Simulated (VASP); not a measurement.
```yaml
crystal:
  lattice:
    - [0.00000, 3.20045, 3.20045]
    - [3.20045, 0.00000, 3.20045]
    - [3.20045, 3.20045, 0.00000]
  atoms:
    - { symbol: Mg, position: [0.25000, 0.25000, 0.25000] }
    - { symbol: Mg, position: [0.75000, 0.75000, 0.75000] }
    - { symbol: Si, position: [0.00000, 0.00000, 0.00000] }
```

All values below come from rev-vdW-DF2, VASP's PBE PAW potentials (set 64) (plane waves; VASP 6.6.1). Run with 520 eV cut-off, 6×6×6 Γ-centred mesh, Gaussian smearing of 0.050 eV, potentials Mg Si.

Task: What does the run give for the energy per atom (σ→0), pressure, band gap (on the k-mesh) with the smallest direct gap where there is one?

Result: 
| Item | Result |
|---|---|
| band gap (on the k-mesh) | 0.25 eV |
| smallest direct gap (on the k-mesh) | 1.73 eV |
| energy per atom (σ→0) | -1.809 eV/atom |
| pressure | -1.58 GPa |

The absolute energy has meaning only against runs of the same code, potentials and settings.

The compound is Mg2Si in the antifluorite structure. This cell is one point of a volume scan, at 1.03 of the reference volume.
